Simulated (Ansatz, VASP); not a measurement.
## Mo5W: VASP beside Ansatz

File INCAR:

```
PREC     = Accurate       # precision mode
ENCUT    = 520            # plane-wave cutoff, eV
EDIFF    = 1E-7           # SCF threshold, eV
ISMEAR   = 0              # smearing method
SIGMA    = 0.1            # smearing width, eV
LREAL    = False          # projectors in reciprocal space
LASPH    = True           # aspherical terms in the spheres
NELM     = 80             # most SCF steps
ALGO     = Fast           # electronic algorithm
ISIF     = 2              # what is computed and relaxed
LWAVE    = False          # write WAVECAR
LCHARG   = True           # write CHGCAR
GGA      = PE             # functional
LELF     = True           # ELF
LVHAR    = True         
NBANDS   = 51             # bands
```

Contents of KPOINTS:

```
regular mesh
0
Gamma
  6 6 2
```

File POSCAR:

```
Mo5W
1.0
    3.1641359000      0.0000000000      0.0000000000
    0.0000000000      3.1641359000      0.0000000000
    0.0000000000      0.0000000000      9.4951626000
Mo W
5 1
Direct
    0.0000000000      0.0000000000      0.6660800000
    0.5000000000      0.5000000000      0.8328750000
    0.5000000000      0.5000000000      0.1671250000
    0.0000000000      0.0000000000      0.3339200000
    0.5000000000      0.5000000000      0.5000000000
    0.0000000000      0.0000000000      0.0000000000
```

Input for Ansatz:

```yaml
crystal:
  lattice:
    - [3.1641359, 0.0, 0.0]
    - [0.0, 3.1641359, 0.0]
    - [0.0, 0.0, 9.4951626]
  atoms:
    - { symbol: Mo, position: [0.0, 0.0, 0.66608] }
    - { symbol: Mo, position: [0.5, 0.5, 0.832875] }
    - { symbol: Mo, position: [0.5, 0.5, 0.167125] }
    - { symbol: Mo, position: [0.0, 0.0, 0.33392] }
    - { symbol: Mo, position: [0.5, 0.5, 0.5] }
    - { symbol: W, position: [0.0, 0.0, 0.0] }
basis:
  ecutwfc: 420
kpoints:
  mp_grid: { grid: [6, 6, 2] }
hamiltonian:
  xc: pbe
scf:
  occupations: { method: gaussian, width: 0.1 }
  lower_state_search: "off"
output:
  forces: true
  stress: true
  eigenvalues: true
```

Alike in both runs: task single point; functional PBE; k mesh 6 × 6 × 2; occupations gaussian, width 0.1 eV; no spin polarisation.

```csv
,VASP,Ansatz
version,VASP 6.6.1,Ansatz 0.2.0
potentials or method,"VASP PAW PBE potentials, release 64 (Mo_sv, W_sv)","scalar-relativistic, plane waves, PAW"
plane-wave cutoff (eV),520,420
valence electrons in the cell,84,84
```

|  | VASP | Ansatz | Ansatz less VASP |
| --- | --- | --- | --- |
| gap on the k mesh at the Fermi level (eV) | none | none | - |
| pressure (GPa) | 0.4 | -0.1 | -0.50 |
| largest component of the traceless stress (GPa) | 0.05 | 0.05 | 0.000 |
| rms of the force components (eV/Å) | 0.008 | 0.008 | +0.0009 |

Atom by atom the forces differ by 0.002 eV/Å (rms over components). A gap of «none» marks a metal or a gap that the smearing closes.

The runs have no spin-orbit coupling, so splittings on W are missing.
